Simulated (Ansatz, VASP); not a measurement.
# HfTeS: VASP beside Ansatz, part 2 of 2

Aim: how closely do two programs agree when they are given the same cell, functional and k mesh? The cell is taken from a series of runs on this material, whose earlier steps may have relaxed, scaled, displaced or heated it; both programs get it as it stands.

VASP 6.6.1 and Ansatz 0.2.0.

So far: Set-up; Ansatz: zone-centre phonons, PBEsol.

## 3. VASP: zone-centre phonons, PBEsol

Level of this step: PBEsol; plane waves and PAW (Hf_pv, S, Te) (VASP).

The same cell, functional, mesh and smearing now go to VASP, with its own data sets.

Lines of VASP's logs that name or quote its potential files are left out, and so is its time.

INCAR

```
SYSTEM = HfTeS
PREC = Accurate
ENCUT = 500
EDIFF = 1E-08
NELM = 120
ISMEAR = 1
SIGMA = 0.2
LREAL = .FALSE.
ALGO = Normal
GGA = PS
NBANDS = 17
LASPH = .TRUE.
LORBIT = 11
LWAVE = .FALSE.
LCHARG = .FALSE.
ISIF = 2
IBRION = 8
GGA_COMPAT = .FALSE.
NELMDL = -8
KPAR = 2
```

POSCAR

```
HfTeS
1.0
    3.6970536293      0.0000000000      0.0000000000
   -1.8485268146      3.2340831941      0.0000000000
    0.0000000000      0.0000000000     30.0000000000
Hf S Te
1 1 1
Direct
    0.0002103186      0.0004206373      0.3389065283
    0.3323170273      0.6646340547      0.3825935307
    0.6674726540      0.3349453080      0.2751666076
```

KPOINTS

```
Automatic mesh
0
Gamma
15 15 1
0 0 0
```

Potentials, in the order of the species: Hf_pv, S and Te (PBE family, release 64).

Command:

```bash
> mpirun -np 2 vasp_std
```

Numbers of over 12 decimals in the logs are rounded to 6 here.

What it wrote:

```text
[banner, memory and clock lines left out]
running    2 mpi-ranks, on    1 nodes
 distrk:  each k-point on    1 cores,    2 groups
 distr:  one band on    1 cores,    1 groups

 POSCAR found type information on POSCAR HfS Te
 POSCAR found :  3 types and       3 ions
|                                                                             |
|               ----> ADVICE to this user running VASP <----                  |
|                                                                             |
|     You enforced a specific xc type in the INCAR file but a different       |
|     [... a line on the potential file left out ...]
|     I HOPE YOU KNOW WHAT YOU ARE DOING!                                     |
|                                                                             |

 LDA part: xc-table for (Slater+PW92), standard interpolation
 POSCAR, INCAR and KPOINTS ok, starting setup
 FFT: planning ... GRIDC
 FFT: planning ... GRID_SOFT
 FFT: planning ... GRID
 WAVECAR not read
 entering main loop
       N       E                     dE             d eps       ncg     rms          rms(c)
DAV:   1     0.104076880103E+03    0.10408E+03   -0.87851E+03  2720   0.875E+02
DAV:   2    -0.104429198953E+02   -0.11452E+03   -0.11170E+03  2920   0.161E+02
DAV:   3    -0.229029045590E+02   -0.12460E+02   -0.12406E+02  3123   0.526E+01
DAV:   4    -0.231628094245E+02   -0.25990E+00   -0.25947E+00  3405   0.905E+00
DAV:   5    -0.231666598354E+02   -0.38504E-02   -0.38494E-02  3384   0.964E-01
DAV:   6    -0.231667269727E+02   -0.67137E-04   -0.67131E-04  3471   0.109E-01
DAV:   7    -0.231667279161E+02   -0.94342E-06   -0.94343E-06  3368   0.119E-02
DAV:   8    -0.231667279361E+02   -0.20011E-07   -0.19959E-07  3448   0.153E-03    0.485E+01
DAV:   9    -0.220671708659E+02    0.10996E+01   -0.34894E+00  2545   0.847E+00    0.339E+01
DAV:  10    -0.220401255374E+02    0.27045E-01   -0.21989E+00  2842   0.734E+00    0.840E+00
DAV:  11    -0.219389459346E+02    0.10118E+00   -0.70809E-01  2783   0.401E+00    0.176E+00
DAV:  12    -0.219349792354E+02    0.39667E-02   -0.63129E-02  2716   0.126E+00    0.936E-01
DAV:  13    -0.219342645090E+02    0.71473E-03   -0.61068E-03  2946   0.430E-01    0.189E-01
DAV:  14    -0.219341481535E+02    0.11636E-03   -0.46219E-04  3122   0.115E-01    0.116E-01
[...]
DAV:  24    -0.219348924279E+02   -0.88731E-05   -0.18954E-07  2683   0.109E-03    0.526E-04
DAV:  25    -0.219348974632E+02   -0.50352E-05   -0.13167E-07  2706   0.863E-04    0.635E-04
DAV:  26    -0.219349002934E+02   -0.28303E-05   -0.59468E-08  2656   0.603E-04    0.220E-04
DAV:  27    -0.219349010004E+02   -0.70697E-06   -0.53353E-09  2555   0.210E-04    0.166E-04
DAV:  28    -0.219349013480E+02   -0.34762E-06   -0.10399E-09  2319   0.121E-04    0.815E-05
DAV:  29    -0.219349015690E+02   -0.22096E-06   -0.16919E-09  2225   0.112E-04    0.620E-05
DAV:  30    -0.219349016200E+02   -0.50979E-07    0.48581E-11  2352   0.567E-05    0.252E-05
DAV:  31    -0.219349016290E+02   -0.90870E-08    0.29669E-10  2140   0.256E-05
   1 F= -.21934902E+02 E0= -.21935247E+02  d E =0.103659E-02
 Linear response reoptimize wavefunctions to high precision
DAV:   1    -0.219349016307E+02   -0.16353E-08    0.32543E-10  2046   0.103E-05
DAV:   2    -0.219349016307E+02   -0.30923E-10    0.32545E-10  1555   0.389E-06
 Linear response DOF=           9
 Linear response progress:
  Degree of freedom:   1/  9
       N       E                     dE             d eps       ncg     rms          rms(c)
RMM:   1    -0.216548169678E+00   -0.21655E+00    0.42820E+00  4077   0.130E+01
RMM:   2    -0.221815447050E+00   -0.52673E-02   -0.41138E-02  5836   0.130E+00    0.582E-01
RMM:   3    -0.221461182803E+00    0.35426E-03   -0.20732E-03  8280   0.217E-01    0.238E-01
RMM:   4    -0.221098301272E+00    0.36288E-03   -0.18854E-04  8175   0.768E-02    0.156E-01
RMM:   5    -0.220754617685E+00    0.34368E-03   -0.46677E-05  8314   0.432E-02    0.118E-02
RMM:   6    -0.220738665729E+00    0.15952E-04   -0.22809E-06  8517   0.118E-02    0.892E-03
[...]
RMM:   4    -0.104607878702E+00   -0.60837E-03   -0.36455E-04  6593   0.887E-02    0.251E-02
RMM:   5    -0.104433417410E+00    0.17446E-03   -0.29520E-05  6784   0.265E-02    0.137E-02
RMM:   6    -0.104407229233E+00    0.26188E-04   -0.33891E-06  7306   0.872E-03    0.545E-03
RMM:   7    -0.104440218950E+00   -0.32990E-04   -0.12135E-06  6517   0.493E-03    0.221E-03
RMM:   8    -0.104429870139E+00    0.10349E-04   -0.74551E-08  6829   0.150E-03    0.130E-03
RMM:   9    -0.104429088093E+00    0.78205E-06    0.93783E-10  7355   0.517E-04    0.408E-04
RMM:  10    -0.104427204783E+00    0.18833E-05   -0.15637E-08  6699   0.329E-04    0.140E-04
RMM:  11    -0.104427035003E+00    0.16978E-06   -0.39293E-08  7514   0.101E-04    0.315E-05
RMM:  12    -0.104427082799E+00   -0.47797E-07   -0.55728E-08  7799   0.341E-05    0.254E-05
RMM:  13    -0.104427204876E+00   -0.12208E-06   -0.91228E-09  6911   0.269E-05    0.124E-05
RMM:  14    -0.104427158289E+00    0.46588E-07    0.22202E-08  7277   0.173E-05    0.180E-06
RMM:  15    -0.104427157237E+00    0.10517E-08   -0.29671E-09  6617   0.134E-05    0.114E-06
 first order change of Fermi-energy  -0.61065E-03
 force on displaced ion       2 direction 1 :  -5.619   0.012   0.001
 Linear response progress:
[...]
Linear response progress:
  Degree of freedom:   6/  9
       N       E                     dE             d eps       ncg     rms          rms(c)
RMM:   1    -0.141338743623E+00   -0.14134E+00    0.42357E-02  5436   0.180E+00
RMM:   2    -0.140457387821E+00    0.88136E-03   -0.31572E-03  3712   0.312E-01    0.500E-01
RMM:   3    -0.140401326028E+00    0.56062E-04   -0.64467E-04  3919   0.110E-01    0.278E-01
RMM:   4    -0.140521483551E+00   -0.12016E-03   -0.17076E-04  4040   0.521E-02    0.405E-02
RMM:   5    -0.140473521993E+00    0.47962E-04   -0.10961E-05  3962   0.158E-02    0.207E-02
RMM:   6    -0.140439283795E+00    0.34238E-04   -0.19673E-06  3863   0.670E-03    0.722E-03
RMM:   7    -0.140436194017E+00    0.30898E-05   -0.53445E-07  3942   0.295E-03    0.159E-03
RMM:   8    -0.140443670396E+00   -0.74764E-05   -0.14453E-07  3894   0.145E-03    0.152E-03
RMM:   9    -0.140441685609E+00    0.19848E-05    0.70493E-09  3944   0.874E-04    0.598E-04
RMM:  10    -0.140439653385E+00    0.20322E-05   -0.17338E-08  3805   0.311E-04    0.166E-04
RMM:  11    -0.140437680229E+00    0.19732E-05   -0.46090E-08  4103   0.529E-04    0.884E-05
RMM:  12    -0.140437588077E+00    0.92152E-07   -0.93618E-09  4099   0.198E-04    0.122E-04
RMM:  13    -0.140436862512E+00    0.72556E-06   -0.48111E-09  4227   0.267E-04    0.274E-05
RMM:  14    -0.140436801161E+00    0.61351E-07    0.14464E-08  4144   0.837E-05    0.566E-05
RMM:  15    -0.140436890542E+00   -0.89381E-07   -0.93586E-09  4318   0.115E-04    0.140E-05
RMM:  16    -0.140436881883E+00    0.86594E-08    0.19960E-09  4042   0.443E-05    0.566E-06
 first order change of Fermi-energy  -0.14456E+01
 force on displaced ion       2 direction 3 :   0.000   0.089  -8.912
 Linear response progress:
  Degree of freedom:   7/  9
       N       E                     dE             d eps       ncg     rms          rms(c)
RMM:   1    -0.403581017087E-01   -0.40358E-01    0.26480E-02  9386   0.886E-01
RMM:   2    -0.412146258772E-01   -0.85652E-03   -0.16526E-03  7186   0.194E-01    0.231E-01
RMM:   3    -0.413052838952E-01   -0.90658E-04   -0.17789E-04  6890   0.661E-02    0.145E-01
RMM:   4    -0.414967930939E-01   -0.19151E-03   -0.67856E-05  6675   0.434E-02    0.103E-02
RMM:   5    -0.414710664407E-01    0.25727E-04   -0.42158E-06  7115   0.109E-02    0.613E-03
RMM:   6    -0.414588688894E-01    0.12198E-04   -0.74770E-07  7051   0.452E-03    0.180E-03
RMM:   7    -0.414602753670E-01   -0.14065E-05   -0.65692E-08  7180   0.137E-03    0.128E-03
RMM:   8    -0.414586618335E-01    0.16135E-05   -0.16077E-08  7103   0.535E-04    0.450E-04
RMM:   9    -0.414588295124E-01   -0.16768E-06   -0.44493E-09  7415   0.179E-04    0.233E-04
RMM:  10    -0.414589171655E-01   -0.87653E-07    0.46246E-09  7352   0.722E-05    0.112E-04
RMM:  11    -0.414588956959E-01    0.21470E-07    0.19572E-08  7429   0.289E-05    0.148E-05
RMM:  12    -0.414588780053E-01    0.17691E-07    0.99136E-09  7424   0.150E-05    0.104E-05
RMM:  13    -0.414588679217E-01    0.10084E-07   -0.63984E-09  6854   0.100E-05    0.151E-06
RMM:  14    -0.414588687189E-01   -0.79720E-09   -0.38770E-09  5803   0.732E-06    0.544E-07
 first order change of Fermi-energy  -0.72539E-03
 force on displaced ion       3 direction 1 :  -2.731   0.000   0.001
 Linear response progress:
  Degree of freedom:   8/  9
       N       E                     dE             d eps       ncg     rms          rms(c)
RMM:   1    -0.406198397548E-01   -0.40620E-01    0.27095E-02  5311   0.887E-01
RMM:   2    -0.414681665805E-01   -0.84833E-03   -0.16584E-03  4032   0.194E-01    0.233E-01
RMM:   3    -0.415596600415E-01   -0.91493E-04   -0.16767E-04  3890   0.653E-02    0.145E-01
RMM:   4    -0.417527191043E-01   -0.19306E-03   -0.68559E-05  3746   0.435E-02    0.104E-02
RMM:   5    -0.417266150080E-01    0.26104E-04   -0.42455E-06  4004   0.110E-02    0.621E-03
RMM:   6    -0.417149803042E-01    0.11635E-04   -0.71865E-07  3955   0.442E-03    0.205E-03
RMM:   7    -0.417154242717E-01   -0.44397E-06   -0.59534E-08  4102   0.122E-03    0.137E-03
RMM:   8    -0.417148748280E-01    0.54944E-06    0.18973E-08  4041   0.542E-04    0.653E-04
RMM:   9    -0.417144103738E-01    0.46445E-06    0.96036E-09  4158   0.201E-04    0.203E-04
RMM:  10    -0.417146565021E-01   -0.24613E-06   -0.77555E-09  4085   0.893E-05    0.123E-04
RMM:  11    -0.417146078257E-01    0.48676E-07    0.10199E-08  4162   0.360E-05    0.715E-06
RMM:  12    -0.417145982309E-01    0.95948E-08    0.32997E-09  4147   0.146E-05    0.978E-06
 first order change of Fermi-energy  -0.28931E-01
 force on displaced ion       3 direction 2 :  -0.000  -2.751   0.094
 Linear response progress:
  Degree of freedom:   9/  9
       N       E                     dE             d eps       ncg     rms          rms(c)
RMM:   1    -0.812887973120E-01   -0.81289E-01    0.55869E-02  5238   0.965E-01
RMM:   2    -0.817076951952E-01   -0.41890E-03   -0.23536E-03  4128   0.236E-01    0.534E-01
RMM:   3    -0.816388870143E-01    0.68808E-04   -0.26393E-04  3753   0.821E-02    0.314E-01
RMM:   4    -0.817327704455E-01   -0.93883E-04   -0.10530E-04  3649   0.452E-02    0.501E-02
RMM:   5    -0.817042025784E-01    0.28568E-04   -0.19474E-05  3682   0.204E-02    0.138E-02
RMM:   6    -0.816979320228E-01    0.62706E-05   -0.14269E-06  3895   0.618E-03    0.842E-03
RMM:   7    -0.816905879634E-01    0.73441E-05   -0.62467E-07  4067   0.335E-03    0.251E-03
RMM:   8    -0.816948288987E-01   -0.42409E-05   -0.54747E-08  3873   0.127E-03    0.182E-03
RMM:   9    -0.816962180077E-01   -0.13891E-05   -0.15238E-08  4095   0.473E-04    0.112E-03
RMM:  10    -0.816969742302E-01   -0.75622E-06   -0.19018E-08  3888   0.324E-04    0.354E-04
RMM:  11    -0.816983874356E-01   -0.14132E-05   -0.21426E-08  3876   0.238E-04    0.144E-04
RMM:  12    -0.816991341529E-01   -0.74672E-06   -0.26488E-08  4214   0.222E-04    0.170E-04
RMM:  13    -0.816999029699E-01   -0.76882E-06   -0.32192E-08  4232   0.233E-04    0.445E-05
RMM:  14    -0.816999973260E-01   -0.94356E-07   -0.19852E-08  4273   0.831E-05    0.285E-05
RMM:  15    -0.817000783676E-01   -0.81042E-07   -0.26876E-09  4295   0.560E-05    0.119E-05
RMM:  16    -0.817000245191E-01    0.53849E-07    0.23563E-11  4351   0.590E-05    0.280E-05
RMM:  17    -0.817000245580E-01   -0.38984E-10   -0.18867E-08  3992   0.226E-05    0.531E-06
 first order change of Fermi-energy  -0.77121E+00
 force on displaced ion       3 direction 3 :   0.000   0.083  -9.464
 Linear response finished
```

OUTCAR, selected parts (step 3):

```text
ion  position               nearest neighbor table
   1  0.000  0.000  0.339-   2 2.51   2 2.51   2 2.52   3 2.87   3 2.87   3 2.88
   2  0.332  0.665  0.383-   1 2.51   1 2.51   1 2.52
   3  0.667  0.335  0.275-   1 2.87   1 2.87   1 2.88

  LATTYP: Found a base centered orthorhombic cell.
 ALAT       =     3.6970536293
 B/A-ratio  =     1.7495462703
 C/A-ratio  =     8.1145698732

 Subroutine GETGRP returns: Found  2 space group operations
 (whereof  2 operations were pure point group operations)

The static configuration has the point symmetry C_1h.

 Found     64 irreducible k-points:

   k-points           NKPTS =     64   k-points in BZ     NKDIM =     64   number of bands    NBANDS=     17

   dimension x,y,z NGX =    28 NGY =   28 NGZ =  224
   dimension x,y,z NGXF=    56 NGYF=   56 NGZF=  448

   ENCUT  =  500.0 eV  36.75 Ry    6.06 a.u.   6.74  6.79 54.70*2*pi/ulx,y,z

   NELECT =      22.0000    total number of electrons

 k-points in reciprocal lattice and weights: Automatic mesh
   0.00000000  0.00000000  0.00000000       0.004
   0.06666667 -0.00000000  0.00000000       0.018
   0.13333333  0.00000000  0.00000000       0.018
   0.20000000 -0.00000000  0.00000000       0.018
   0.26666667  0.00000000  0.00000000       0.018
   0.33333333  0.00000000  0.00000000       0.018
   0.40000000  0.00000000  0.00000000       0.018
   0.46666667 -0.00000000  0.00000000       0.018
   0.00000000  0.06666667  0.00000000       0.009
[...]
0.00000000  0.46666667  0.00000000       0.009
   0.06666667  0.46666667  0.00000000       0.009

 average (electrostatic) potential at core
       1 -45.5989       2 -94.4957       3 -96.4170

  Total        0.3178343     -0.0342559     -0.0824619     -0.0000000      0.0008825      0.0000000
  in kB        1.4196559     -0.1530094     -0.3683287     -0.0000000      0.0039420      0.0000000
  external PRESSURE =       0.2994392 kB  Pullay stress =       0.0000000 kB

  energy-cutoff  :      500.00
  volume of cell :      358.70
      direct lattice vectors                 reciprocal lattice vectors
     3.697053629  0.000000000  0.000000000     0.270485662  0.154603320  0.000000000
    -1.848526815  3.234083194  0.000000000     0.000000000  0.309206641  0.000000000
     0.000000000  0.000000000 30.000000000     0.000000000  0.000000000  0.033333333

 POSITION                                       TOTAL-FORCE (eV/Angst)
 -----------------------------------------------------------------------------------
     -0.00000      0.00136     10.16720        -0.000000     -0.000202      0.024849
     -0.00000      2.14948     11.47781         0.000000      0.000302     -0.035687
      1.84853      1.08324      8.25500        -0.000000     -0.000100      0.010838
 -----------------------------------------------------------------------------------
    total drift:                                0.000000     -0.000030     -0.000299

 Eigenvectors and eigenvalues of the dynamical matrix
 ----------------------------------------------------

   1 f  =    8.906285 THz    55.959841 2PiTHz  297.081699 cm-1    36.833420 meV
             X         Y         Z           dx          dy          dz
     -0.000000  0.001360 10.167196     0.000000    0.009465   -0.412817
     -0.000000  2.149482 11.477806    -0.000000   -0.023473    0.909894
      1.848527  1.083241  8.254998     0.000000    0.000846    0.032151

   2 f  =    6.916323 THz    43.456542 2PiTHz  230.703718 cm-1    28.603603 meV
             X         Y         Z           dx          dy          dz
     -0.000000  0.001360 10.167196    -0.000000   -0.294185   -0.006225
     -0.000000  2.149482 11.477806     0.000000    0.946923    0.024963
      1.848527  1.083241  8.254998    -0.000000   -0.126902   -0.005112

   3 f  =    6.903465 THz    43.375749 2PiTHz  230.274801 cm-1    28.550424 meV
             X         Y         Z           dx          dy          dz
     -0.000000  0.001360 10.167196    -0.293298    0.000000    0.000000
     -0.000000  2.149482 11.477806     0.947339   -0.000000   -0.000000
      1.848527  1.083241  8.254998    -0.128548    0.000000    0.000000

   4 f  =    5.387452 THz    33.850359 2PiTHz  179.706054 cm-1    22.280701 meV
             X         Y         Z           dx          dy          dz
     -0.000000  0.001360 10.167196    -0.000000   -0.006173    0.549105
     -0.000000  2.149482 11.477806     0.000000   -0.008302    0.276825
      1.848527  1.083241  8.254998     0.000000    0.011646   -0.788422

   5 f  =    2.723372 THz    17.111449 2PiTHz   90.841902 cm-1    11.262955 meV
             X         Y         Z           dx          dy          dz
     -0.000000  0.001360 10.167196    -0.000000   -0.621236   -0.008703
     -0.000000  2.149482 11.477806    -0.000000   -0.088650   -0.000884
      1.848527  1.083241  8.254998     0.000000    0.778467    0.010924

   6 f  =    2.708388 THz    17.017302 2PiTHz   90.342092 cm-1    11.200987 meV
             X         Y         Z           dx          dy          dz
     -0.000000  0.001360 10.167196     0.621790   -0.000000   -0.000000
     -0.000000  2.149482 11.477806     0.086890   -0.000000   -0.000000
      1.848527  1.083241  8.254998    -0.778349    0.000000    0.000000

   7 f/i=    0.000746 THz     0.004687 2PiTHz    0.024883 cm-1     0.003085 meV
             X         Y         Z           dx          dy          dz
     -0.000000  0.001360 10.167196     0.000000   -0.116977   -0.717128
     -0.000000  2.149482 11.477806     0.000000   -0.049564   -0.303910
      1.848527  1.083241  8.254998     0.000000   -0.098851   -0.606180

   8 f/i=    0.002134 THz     0.013405 2PiTHz    0.071166 cm-1     0.008823 meV
             X         Y         Z           dx          dy          dz
     -0.000000  0.001360 10.167196     0.000000   -0.716735    0.116959
     -0.000000  2.149482 11.477806     0.000000   -0.303976    0.049751
      1.848527  1.083241  8.254998     0.000000   -0.606611    0.098778

   9 f/i=    0.002495 THz     0.015674 2PiTHz    0.083211 cm-1     0.010317 meV
             X         Y         Z           dx          dy          dz
     -0.000000  0.001360 10.167196     0.726191    0.000000   -0.000000
     -0.000000  2.149482 11.477806     0.308218    0.000000   -0.000000
      1.848527  1.083241  8.254998     0.614531    0.000000   -0.000000

 ELASTIC MODULI CONTR FROM IONIC RELAXATION (kBar)
 Direction    XX          YY          ZZ          XY          YZ          ZX
 --------------------------------------------------------------------------------
 XX        -103.4205    -61.8334   -138.2984     -0.0000     50.8268      0.0000
 YY         -61.8334   -102.6715   -138.9250     -0.0000    -47.3435     -0.0000
 ZZ        -138.2984   -138.9250   -246.8966     -0.0000      1.8093      0.0000
 XY          -0.0000     -0.0000     -0.0000    -24.1119     -0.0000     49.8376
 YZ          50.8268    -47.3435      1.8093     -0.0000   -130.1784     -0.0000
 ZX           0.0000     -0.0000      0.0000     49.8376     -0.0000   -109.8847
 --------------------------------------------------------------------------------
```

Harder data sets than Hf_pv exist (the GW ones), and pressures, volumes and forces can shift noticeably with them.

## 4. Side by side

Known differences besides the potentials themselves: Ansatz cuts the interaction across the vacuum, VASP repeats the sheet without a dipole correction; the data sets hold 48 valence electrons in Ansatz (on its PAW soft_1 files) and 22 in VASP; the cutoff is 420 eV in Ansatz and 500 eV in VASP; Ansatz makes its cores anew for this functional, VASP keeps those of its PBE data sets. Total energies have different zeros and are not compared.

Both answers:

| quantity | Ansatz | VASP | difference |
| --- | --- | --- | --- |
| optical mode 1 (cm⁻¹) | 90.7 | 90.3 | +0.42 % |
| optical mode 2 (cm⁻¹) | 91.1 | 90.8 | +0.28 % |
| optical mode 3 (cm⁻¹) | 179.6 | 179.7 | -0.06 % |
| optical mode 4 (cm⁻¹) | 230.9 | 230.3 | +0.28 % |
| optical mode 5 (cm⁻¹) | 231.2 | 230.7 | +0.20 % |
| optical mode 6 (cm⁻¹) | 296.5 | 297.1 | -0.19 % |

Modes are paired by rising frequency, not by their patterns, so a pair may set unlike modes beside each other; they are those without the splitting of longitudinal modes. Where the cell holds vacuum, a pressure given here is an average over it and none of the material.

## 5. Results

```json
{
 "r.m.s. difference of the optical zone-centre modes, each program's sorted by frequency (zone-centre phonons, PBEsol)": "0.45 cm⁻¹"
}
```

**Reading.** The r.m.s. difference of the optical zone-centre modes, each program's sorted by frequency is 0.45 cm⁻¹ (zone-centre phonons, PBEsol). The data sets hold unlike numbers of valence electrons (48 in Ansatz and 22 in VASP), so part of the differences may come from the potentials. How closely two codes agree says nothing of how well the functional describes the real material.

[Lines on the potential files, build, host, timing and source positions are cut from VASP's logs without a mark.]

[Logs are printed without paths, hosts, clocks, repeated set-up lines and the standing remarks that a program may print on its own settings, such as how far it seeks lower states.]

[Hosts, paths, dates, database ids (printed as entryN), source tags and the programs' standing remarks are cut or masked in the printed files.]
